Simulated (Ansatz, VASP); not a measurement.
# AlN: VASP beside Ansatz, part 3 of 3

Aim: how closely do two programs agree when they are given the same cell, functional and k mesh? The cell is taken from a series of runs on this material, whose earlier steps may have relaxed, scaled, displaced or heated it; both programs get it as it stands.

VASP 6.6.1 and Ansatz 0.2.0.

So far: Starting point; VASP: zone-centre phonons, LDA, pair 1; Ansatz: zone-centre phonons, LDA, pair 1.

## (4) Side by side

Known differences besides the potentials themselves: fixed occupations in Ansatz, narrow Gaussian smearing in VASP; VASP's response is taken on the typed mesh, Ansatz refines its own for the field response alone; the cutoff is 420 eV in Ansatz and 600 eV in VASP; VASP's log shows a relativistic correction to its local exchange, Ansatz's none. Total energies have different zeros and are not compared.

Compared:

```
                                     quantity  Ansatz   VASP  difference
                                        ε∞ xx    4.37   4.37     +0.09 %
                                        ε∞ yy    4.37   4.37     +0.09 %
                                        ε∞ zz    4.62   4.61     +0.14 %
 Born charge of N1 (mean of the diagonal) (e)   -2.57  -2.56       -0.01
Born charge of Al3 (mean of the diagonal) (e)    2.57   2.56       +0.01
                   optical mode 1 to 2 (cm⁻¹)   235.2  235.1     +0.04 %
                        optical mode 3 (cm⁻¹)   564.2  565.8     -0.28 %
                        optical mode 4 (cm⁻¹)   635.3  640.5     -0.81 %
                   optical mode 5 to 6 (cm⁻¹)   683.6  689.6     -0.88 %
                   optical mode 7 to 8 (cm⁻¹)   694.7  700.2     -0.78 %
                        optical mode 9 (cm⁻¹)   738.3  742.8     -0.62 %
```

Modes are paired by rising frequency, not by their patterns, so a pair may set unlike modes beside each other; they are those without the splitting of longitudinal modes.

## (5) Ansatz: zone-centre phonons, LDA, pair 2

Second derivatives magnify differences that forces hide, and they need a tight electronic threshold. The cell compared in this pair holds 41.40 Å³, against 40.26 Å³ for the pair before.

The cell is taken from a series of runs on this material, whose earlier steps may have relaxed, scaled, displaced or heated it; both programs get it as it stands.

input.yaml

```yaml
crystal:
  lattice:
    - [3.119508692, 0.0, 0.0]
    - [-1.559754346, 2.7015737746, 0.0]
    - [0.0, 0.0, 4.9122600704]
  atoms:
    - { symbol: "N", position: [0.3333333333, 0.6666666667, 0.382507873] }
    - { symbol: "N", position: [0.6666666667, 0.3333333333, 0.882507873] }
    - { symbol: Al, position: [0.3333333333, 0.6666666667, -0.002507873] }
    - { symbol: Al, position: [0.6666666667, 0.3333333333, 0.497492127] }
kpoints:
  mp_grid: { grid: [9, 9, 6] }
hamiltonian:
  xc: lda
  pseudopotentials: { kind: paw, azcp: { folder: soft_1 }, xc_functional: pbe }
scf:
  occupations: { method: fixed }
output:
  eigenvalues: true
phonons:
  method: dfpt
  dielectric: true
  rigid_motions: translations
```

Run with:

```console
ansatz run input.yaml --threads 8 --pin off --max-ram 16384MiB --backend cpu --events-out ev --progress --plain --runs-dir out
```

Numbers of over 12 decimals in the logs are rounded to 6 here.

The program printed:

```text
[...]
Crystal: 4 atoms, lattice volume = 41.398 Å³
Basis set: ecut = 420 eV, 809 PW (Γ), exchange–correlation on 48×48×72 points (8 copies of the dense FFT grid, shifted against one another)
Bands: 12, of which v1, the nominal top of the filled ones, is band 8 counted from 1 (7 counted from 0)
Symmetry: 12 space group operations
k-points: 140 of 486 (irreducible under 2 space group operations, time reversal used)
[...]
optical modes at Γ + LO–TO along q̂ = [1.0000, 0.0000, 0.0000]:
      ω (cm⁻¹)  modes    IR ((D/Å)²/amu)
[...]
optical modes at Γ + LO–TO along q̂ = [0.0000, 1.0000, 0.0000]:
      ω (cm⁻¹)  modes    IR ((D/Å)²/amu)
[...]
optical modes at Γ + LO–TO along q̂ = [0.0000, 0.0000, 1.0000]:
      ω (cm⁻¹)  modes    IR ((D/Å)²/amu)
[...]
651.32      2             0.0000
        662.77      2            63.9623
        722.10      1             0.0000
        880.08      1            36.4775
[key lines of the parts left out:]
SCF converged after 9 iterations
Free energy (F): -1779.700894 eV
Fermi energy:    7.049891 eV
```

## (6) VASP: zone-centre phonons, LDA, pair 2

The same cell, functional (in two slightly different forms) and mesh now go to VASP, with its own data sets.

INCAR

```
SYSTEM = AlN
PREC = Accurate
ENCUT = 600
EDIFF = 1E-08
NELM = 120
ISMEAR = 0
SIGMA = 0.01
LREAL = .FALSE.
ALGO = Normal
GGA = PW92
NBANDS = 14
LORBIT = 11
LWAVE = .FALSE.
LCHARG = .FALSE.
ISIF = 2
IBRION = 8
LEPSILON = .TRUE.
LASPH = .TRUE.
GGA_COMPAT = .FALSE.
EFERMI = MIDGAP
KPAR = 2
```

POSCAR

```
AlN
1.0
    3.1195086920      0.0000000000      0.0000000000
   -1.5597543460      2.7015737746      0.0000000000
    0.0000000000      0.0000000000      4.9122600704
N Al
2 2
Direct
    0.3333333334      0.6666666668      0.3825078730
    0.6666666668      0.3333333334      0.8825078730
    0.3333333334      0.6666666668      0.9974921270
    0.6666666668      0.3333333334      0.4974921270
```

KPOINTS

```
Automatic mesh
0
Gamma
9 9 6
0 0 0
```

PAW data sets: N and Al (LDA family, release 64).

Run with:

```console
mpirun -np 2 vasp_std
```

The program printed:

```text
[banner, memory and clock lines left out]
running    2 mpi-ranks, on    1 nodes
[...]
[... a notice as in an earlier step ...]

 LDA part: xc-table for (Slater(with rela. corr.)+PW92), standard interpolation
 POSCAR, INCAR and KPOINTS ok, starting setup
[...]
entering main loop
       N       E                     dE             d eps       ncg     rms          rms(c)
DAV:   1     0.493549580640E+02    0.49355E+02   -0.82201E+03  1344   0.115E+03
DAV:   2    -0.340033552567E+02   -0.83358E+02   -0.75902E+02  1870   0.205E+02
DAV:   3    -0.379359791647E+02   -0.39326E+01   -0.39178E+01  1788   0.467E+01
DAV:   4    -0.379599377575E+02   -0.23959E-01   -0.23955E-01  1524   0.443E+00
[...]
DAV:  12    -0.328527419440E+02    0.53272E-06   -0.28004E-06  1674   0.122E-02    0.584E-03
DAV:  13    -0.328527417492E+02    0.19484E-06   -0.87887E-07  1752   0.721E-03    0.404E-04
DAV:  14    -0.328527417526E+02   -0.34481E-08   -0.20792E-08  1586   0.118E-03
   1 F= -.32852742E+02 E0= -.32852742E+02  d E =0.000000E+00
[...]
RMM:  10    -0.578995538512E-02    0.67836E-09    0.85268E-08 12364   0.140E-05    0.708E-07
 first order change of Fermi-energy  -0.30803E-05
 force on displaced ion       3 direction 1 : -15.821  -0.000  -0.000
 Born effective charge ion    3 direction 1 :   2.513   0.000   0.000
 Linear response progress:
  Degree of freedom:   4/  4
       N       E                     dE             d eps       ncg     rms          rms(c)
RMM:   1    -0.170517891619E-01   -0.17052E-01    0.17456E-02  4823   0.126E+00
RMM:   2    -0.115095579938E-01    0.55422E-02   -0.14497E-03  2802   0.335E-01    0.118E-01
RMM:   3    -0.111772482067E-01    0.33231E-03   -0.56158E-04  2907   0.150E-01    0.513E-02
RMM:   4    -0.111101367778E-01    0.67111E-04   -0.18974E-04  3093   0.380E-02    0.275E-02
[...]
RMM:  12    -0.110604575782E-01   -0.41939E-08    0.13338E-07  3099   0.221E-05    0.743E-07
RMM:  13    -0.110604543475E-01    0.32307E-08    0.19127E-07  2198   0.201E-05    0.168E-07
RMM:  14    -0.110604530177E-01    0.13298E-08    0.18891E-07  2093   0.200E-05    0.462E-08
 first order change of Fermi-energy  -0.87330E+00
 force on displaced ion       3 direction 3 :   0.000  -0.000 -21.074
 Born effective charge ion    3 direction 3 :   0.000  -0.000   2.687
 Born effective charges drift removed
 Linear response finished
```

Parts of OUTCAR (step 6):

```text
 POSITION                                       TOTAL-FORCE (eV/Angst)
 -----------------------------------------------------------------------------------
      0.00000      1.80105      1.87898         0.000000     -0.000000      0.002556
      1.55975      0.90052      4.33511        -0.000000      0.000000      0.002556
      0.00000      1.80105      4.89994         0.000000     -0.000000     -0.002556
      1.55975      0.90052      2.44381         0.000000     -0.000000     -0.002556
 -----------------------------------------------------------------------------------
    total drift:                                0.000000     -0.000000      0.000163

 MACROSCOPIC STATIC DIELECTRIC TENSOR (including local field effects in DFT)
 ------------------------------------------------------
           4.423364     0.000000     0.000000
           0.000000     4.423364     0.000000
           0.000000     0.000000     4.624986
 ------------------------------------------------------

 MACROSCOPIC STATIC DIELECTRIC TENSOR IONIC CONTRIBUTION
 ------------------------------------------------------
           3.653251     0.000000    -0.000000
           0.000000     3.653251    -0.000000
          -0.000000    -0.000000     4.965452
 ------------------------------------------------------

[... 1 part as in an earlier step ...]
```

## (7) Side by side

Compared:

```
                                     quantity  Ansatz   VASP  difference
                                        ε∞ xx    4.43   4.42     +0.11 %
                                        ε∞ yy    4.43   4.42     +0.11 %
                                        ε∞ zz    4.63   4.62     +0.15 %
 Born charge of N1 (mean of the diagonal) (e)   -2.59  -2.57       -0.01
Born charge of Al3 (mean of the diagonal) (e)    2.59   2.57       +0.01
                   optical mode 1 to 2 (cm⁻¹)   243.6  243.6     +0.01 %
                        optical mode 3 (cm⁻¹)   543.0  544.5     -0.28 %
                        optical mode 4 (cm⁻¹)   607.3  612.3     -0.82 %
                   optical mode 5 to 6 (cm⁻¹)   651.3  657.1     -0.88 %
                   optical mode 7 to 8 (cm⁻¹)   662.8  667.9     -0.77 %
                        optical mode 9 (cm⁻¹)   722.1  726.6     -0.62 %
```

Modes are paired by rising frequency, not by their patterns, so a pair may set unlike modes beside each other; they are those without the splitting of longitudinal modes.

## (8) VASP: zone-centre phonons, LDA, pair 3

Second derivatives magnify differences that forces hide, and they need a tight electronic threshold. The cell compared in this pair holds 41.94 Å³, against 41.40 Å³ for the pair before.

INCAR is that of step 6.

POSCAR

```
AlN
1.0
    3.1503949167      0.0000000000      0.0000000000
   -1.5751974583      2.7283220298      0.0000000000
    0.0000000000      0.0000000000      4.8792013883
N Al
2 2
Direct
    0.3333333334      0.6666666668      0.3840824672
    0.6666666668      0.3333333334      0.8840824672
    0.3333333334      0.6666666668      0.9959175328
    0.6666666668      0.3333333334      0.4959175328
```

KPOINTS is that of step 6.

Run with:

```console
mpirun -np 2 vasp_std
```

The program printed:

```text
[... set-up lines as in an earlier step ...]
 entering main loop
       N       E                     dE             d eps       ncg     rms          rms(c)
DAV:   1     0.468944348992E+02    0.46894E+02   -0.80627E+03  1344   0.114E+03
DAV:   2    -0.340744139615E+02   -0.80969E+02   -0.73692E+02  1880   0.203E+02
DAV:   3    -0.378433539964E+02   -0.37689E+01   -0.37529E+01  1776   0.454E+01
DAV:   4    -0.378675224112E+02   -0.24168E-01   -0.24163E-01  1554   0.437E+00
[...]
DAV:  12    -0.328202564250E+02    0.64349E-06   -0.26904E-06  1656   0.131E-02    0.672E-03
DAV:  13    -0.328202561657E+02    0.25936E-06   -0.10407E-06  1734   0.784E-03    0.672E-04
DAV:  14    -0.328202561683E+02   -0.26514E-08   -0.31158E-08  1600   0.138E-03
   1 F= -.32820256E+02 E0= -.32820256E+02  d E =0.000000E+00
 Linear response reoptimize wavefunctions to high precision
DAV:   1    -0.328202561687E+02   -0.39574E-09   -0.65969E-10  1350   0.234E-04
DAV:   2    -0.328202561687E+02    0.10573E-10   -0.75404E-11   972   0.713E-05
 Linear response G [H, r] |phi>, progress :
  Direction:   1
[...]
RMM:  10    -0.578182620374E-02    0.23090E-08    0.35934E-09 12484   0.772E-06    0.691E-07
 first order change of Fermi-energy  -0.38212E-05
 force on displaced ion       3 direction 1 : -15.107  -0.000   0.000
 Born effective charge ion    3 direction 1 :   2.517   0.000   0.000
 Linear response progress:
  Degree of freedom:   4/  4
       N       E                     dE             d eps       ncg     rms          rms(c)
RMM:   1    -0.164164120896E-01   -0.16416E-01    0.18092E-02  4797   0.123E+00
RMM:   2    -0.112723144699E-01    0.51441E-02   -0.12369E-03  2800   0.327E-01    0.116E-01
RMM:   3    -0.109515560785E-01    0.32076E-03   -0.35883E-04  2898   0.147E-01    0.507E-02
RMM:   4    -0.108983389597E-01    0.53217E-04   -0.73326E-05  3085   0.365E-02    0.274E-02
[...]
RMM:   9    -0.108604881462E-01   -0.36113E-06   -0.64979E-08  3271   0.166E-04    0.229E-05
RMM:  10    -0.108604879009E-01    0.24529E-09    0.12120E-07  3293   0.386E-05    0.107E-05
RMM:  11    -0.108604945000E-01   -0.65991E-08    0.99186E-08  3307   0.156E-05    0.111E-06
 first order change of Fermi-energy  -0.88197E+00
 force on displaced ion       3 direction 3 :   0.000   0.000 -20.245
 Born effective charge ion    3 direction 3 :   0.000   0.000   2.704
 Born effective charges drift removed
 Linear response finished
```

Parts of OUTCAR (step 8):

```text
 POSITION                                       TOTAL-FORCE (eV/Angst)
 -----------------------------------------------------------------------------------
      0.00000      1.81888      1.87402         0.000000     -0.000000      0.004881
      1.57520      0.90944      4.31362        -0.000000     -0.000000      0.004881
      0.00000      1.81888      4.85928         0.000000     -0.000000     -0.004881
      1.57520      0.90944      2.41968         0.000000      0.000000     -0.004881
 -----------------------------------------------------------------------------------
    total drift:                                0.000000     -0.000000      0.001069

 MACROSCOPIC STATIC DIELECTRIC TENSOR (including local field effects in DFT)
 ------------------------------------------------------
           4.456108     0.000000     0.000000
           0.000000     4.456108     0.000000
          -0.000000     0.000000     4.642173
 ------------------------------------------------------

 MACROSCOPIC STATIC DIELECTRIC TENSOR IONIC CONTRIBUTION
 ------------------------------------------------------
           3.803223     0.000000     0.000000
           0.000000     3.803223    -0.000000
           0.000000    -0.000000     5.184585
 ------------------------------------------------------

[... 1 part as in an earlier step ...]
```

## (9) Ansatz: zone-centre phonons, LDA, pair 3

The same cell, functional (in two slightly different forms) and mesh now go to Ansatz, which takes its cutoff from its data sets.

The cell is taken from a series of runs on this material, whose earlier steps may have relaxed, scaled, displaced or heated it; both programs get it as it stands.

input.yaml, the sections that differ from step 5:

```yaml
crystal:
  lattice:
    - [3.1503949167, 0.0, 0.0]
    - [-1.5751974583, 2.7283220298, 0.0]
    - [0.0, 0.0, 4.8792013883]
  atoms:
    - { symbol: "N", position: [0.3333333333, 0.6666666667, 0.3840824672] }
    - { symbol: "N", position: [0.6666666667, 0.3333333333, 0.8840824672] }
    - { symbol: Al, position: [0.3333333333, 0.6666666667, -0.0040824672] }
    - { symbol: Al, position: [0.6666666667, 0.3333333333, 0.4959175328] }
# kpoints, hamiltonian, scf, output, phonons: as in step 5
```

Run with:

```console
ansatz run input.yaml --threads 8 --pin off --max-ram 16384MiB --backend cpu --events-out ev --progress --plain --runs-dir out
```

The program printed:

```text
[...]
Crystal: 4 atoms, lattice volume = 41.938 Å³
Basis set: ecut = 420 eV, 797 PW (Γ), exchange–correlation on 48×48×72 points (8 copies of the dense FFT grid, shifted against one another)
Bands: 12, of which v1, the nominal top of the filled ones, is band 8 counted from 1 (7 counted from 0)
Symmetry: 12 space group operations
k-points: 140 of 486 (irreducible under 2 space group operations, time reversal used)
[...]
optical modes at Γ + LO–TO along q̂ = [1.0000, 0.0000, 0.0000]:
      ω (cm⁻¹)  modes    IR ((D/Å)²/amu)
[...]
optical modes at Γ + LO–TO along q̂ = [0.0000, 1.0000, 0.0000]:
      ω (cm⁻¹)  modes    IR ((D/Å)²/amu)
[...]
optical modes at Γ + LO–TO along q̂ = [0.0000, 0.0000, 1.0000]:
      ω (cm⁻¹)  modes    IR ((D/Å)²/amu)
[...]
635.07      2             0.0000
        646.43      2            64.1569
        715.03      1             0.0000
        870.27      1            36.9548
[key lines of the parts left out:]
SCF converged after 9 iterations
Free energy (F): -1779.666936 eV
Fermi energy:    7.009729 eV
```

## (10) Comparison

Compared:

```
                                     quantity  Ansatz   VASP  difference
                                        ε∞ xx    4.46   4.46     +0.11 %
                                        ε∞ yy    4.46   4.46     +0.11 %
                                        ε∞ zz    4.65   4.64     +0.16 %
 Born charge of N1 (mean of the diagonal) (e)   -2.59  -2.58       -0.01
Born charge of Al3 (mean of the diagonal) (e)    2.59   2.58       +0.01
                   optical mode 1 to 2 (cm⁻¹)   247.4  247.4     +0.04 %
                        optical mode 3 (cm⁻¹)   532.5  534.0     -0.28 %
                        optical mode 4 (cm⁻¹)   594.3  599.3     -0.84 %
                   optical mode 5 to 6 (cm⁻¹)   635.1  640.7     -0.88 %
                   optical mode 7 to 8 (cm⁻¹)   646.4  651.4     -0.76 %
                        optical mode 9 (cm⁻¹)   715.0  719.6     -0.64 %
```

Modes are paired by rising frequency, not by their patterns, so a pair may set unlike modes beside each other; they are those without the splitting of longitudinal modes.

## (11) Outcome

```yaml
r_m_s_difference_of_the_optical_zone_centre_modes_each_program_s_sorted_by_frequency_zone_centre_phonons_lda_pair_1: 4.5 cm⁻¹
difference_in_optical_mode_5_to_6_zone_centre_phonons_lda_pair_1: -0.9 %
r_m_s_difference_of_the_optical_zone_centre_modes_each_program_s_sorted_by_frequency_zone_centre_phonons_lda_pair_2: 4.3 cm⁻¹
difference_in_optical_mode_5_to_6_zone_centre_phonons_lda_pair_2: -0.9 %
r_m_s_difference_of_the_optical_zone_centre_modes_each_program_s_sorted_by_frequency_zone_centre_phonons_lda_pair_3: 4.2 cm⁻¹
difference_in_optical_mode_5_to_6_zone_centre_phonons_lda_pair_3: -0.9 %
```

What this shows: The r.m.s. difference of the optical zone-centre modes, each program's sorted by frequency is 4.5 cm⁻¹ (zone-centre phonons, LDA, pair 1). Among the rows given in per cent, the largest difference of the zone-centre phonons, LDA, pair 1 pair is in optical mode 5 to 6, -0.9 %. Among the rows given in per cent, the largest difference of the zone-centre phonons, LDA, pair 2 pair is in optical mode 5 to 6, -0.9 %. Among the rows given in per cent, the largest difference of the zone-centre phonons, LDA, pair 3 pair is in optical mode 5 to 6, -0.9 %. How closely two codes agree says nothing of how well the functional describes the real material.

[Lines on the potential files, build, host, timing and source positions are cut from VASP's logs without a mark.]

[Logs are printed without paths, hosts, clocks, repeated set-up lines and the standing remarks that a program may print on its own settings, such as how far it seeks lower states.]

[Hosts, paths, dates, database ids (printed as entryN), source tags and the programs' standing remarks are cut or masked in the printed files.]
